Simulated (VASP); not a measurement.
A convergence study with VASP on InP (zinc blende): a few settings are varied, all else stays as given below, so the limit is that of these other settings. The cell's lengths are 1 % over those of the tabulated start and one atom is moved, so it is off equilibrium.

```xyz
2
Lattice="0.0000 2.9644 2.9644 2.9644 0.0000 2.9644 2.9644 2.9644 0.0000" Properties=species:S:1:pos:R:3 pbc="T T T"
In     0.0000     0.0000     0.0000
P      1.5428     1.4822     1.4822
```

Computed with LDA (Ceperley-Alder, Perdew-Zunger), VASP's LDA PAW potentials (set 64) (plane waves; VASP). The last row used: LREAL = Auto, 600 eV cut-off, 7×7×7 Γ-centred mesh, Gaussian smearing of 0.050 eV, potentials In_d P.

Unless said otherwise, spin-orbit coupling is left out, though it shifts the bands of the heavy elements here. Gaps are read on the run's mesh, which can miss a band edge.

```
setting                                        E (eV/atom)  pressure (GPa)  gap on the mesh (eV)  plane waves
---------------------------------------------  -----------  --------------  --------------------  -----------
ENCUT = 300, LREAL = .FALSE., PREC = Normal        -4.8131           -3.51                 0.214          630
ENCUT = 400, LREAL = .FALSE., PREC = Normal        -4.8141             ___                 0.217          958
ENCUT = 500, LREAL = .FALSE., PREC = Normal        -4.8141           -3.21                 0.217         1363
ENCUT = 600, LREAL = .FALSE., PREC = Normal        -4.8141           -3.18                 0.217         1807
ENCUT = 500, LREAL = .FALSE., PREC = Accurate      -4.8141           -3.21                 0.217         1363
ENCUT = 600, LREAL = .FALSE., PREC = Accurate      -4.8141           -3.18                 0.217         1807
ENCUT = 300, LREAL = Auto, PREC = Normal           -4.8122           -3.54                 0.213          630
ENCUT = 400, LREAL = Auto, PREC = Normal               ___             ___                 0.217          958
ENCUT = 500, LREAL = Auto, PREC = Normal           -4.8161           -3.23                 0.217         1363
ENCUT = 600, LREAL = Auto, PREC = Normal           -4.8158           -3.25                 0.217         1807
ENCUT = 300, LREAL = Auto, PREC = Accurate         -4.8132           -3.52                 0.214          630
ENCUT = 400, LREAL = Auto, PREC = Accurate         -4.8143           -3.21                 0.216          958
ENCUT = 500, LREAL = Auto, PREC = Accurate         -4.8146           -3.18                 0.217         1363
ENCUT = 600, LREAL = Auto, PREC = Accurate         -4.8156           -3.09                 0.217         1807
```

**Question.** What belongs in the gaps?

**Answer.** 
- ENCUT = 400, LREAL = Auto, PREC = Normal, E (eV/atom): -4.8139
- ENCUT = 400, LREAL = Auto, PREC = Normal, pressure (GPa): -3.40
- ENCUT = 400, LREAL = .FALSE., PREC = Normal, pressure (GPa): -3.22

Left out are rungs that failed or repeat a setting and relaxations that didn't move; long series are thinned to 24 rows.

The compound is InP in the zinc blende structure. The cell was not relaxed at this level, it is distorted from the ideal structure.
